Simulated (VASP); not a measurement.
VASP input:

### POSCAR
```
ZrB2
1
    1.5197190461    -2.6322310504     0.0000000000
    1.5197190461     2.6322310504     0.0000000000
    0.0000000000     0.0000000000     3.4141367918
Zr B
1 2
Direct
  1.0000000000   1.0000000000   0.0000000000
  0.3333330000   0.6666670000   0.5000000000
  0.6666670000   0.3333330000   0.5000000000
```

**INCAR**
```
SYSTEM=ZrB2
PREC=Accurate; ENCUT=600; LREAL=F
LASPH=T
EDIFF=1E-7; NELM=100; ALGO=Normal
LMAXMIX=4; LMIXTAU=T
ISMEAR=1; SIGMA=0.1
METAGGA=R2SCAN
ISIF=2
LWAVE=F; LCHARG=F
```

### KPOINTS
```
kpoints
0
G
  10 10 8
```

POTCAR, in this order: Zr_sv B (PBE.64 set). Program: vasp_std.

Q: Translate this r2SCAN calculation to Ansatz.

A: One equivalent input (not run):
Ansatz 0.2 input:
```yaml
crystal:
  lattice:
    - [1.5197190, -2.6322311, 0.0000000]
    - [1.5197190, 2.6322311, 0.0000000]
    - [0.0000000, 0.0000000, 3.4141368]
  atoms:
    - { symbol: Zr, position: [1.0000000, 1.0000000, 0.0000000] }
    - { symbol: B, position: [0.3333330, 0.6666670, 0.5000000] }
    - { symbol: B, position: [0.6666670, 0.3333330, 0.5000000] }
kpoints:
  mp_grid: { grid: [10, 10, 8] }
hamiltonian:
  xc: r2scan
  pseudopotentials: { kind: paw }
scf:
  occupations: { method: methfessel_paxton, width: 0.1 }
  max_iter: 100
output: { forces: true, stress: true, eigenvalues: true }
```
What does not carry over: each code has its own PAW files, so the cut-off isn't converted (ENCUT is set for VASP's; basis.ecutwfc is left out, and Ansatz then takes the one that its files recommend); Ansatz stops its SCF on the density residual and VASP on the energy change (EDIFF).

The compound is ZrB2 in the AlB2 type structure. This cell was strained or had an atom moved on purpose.
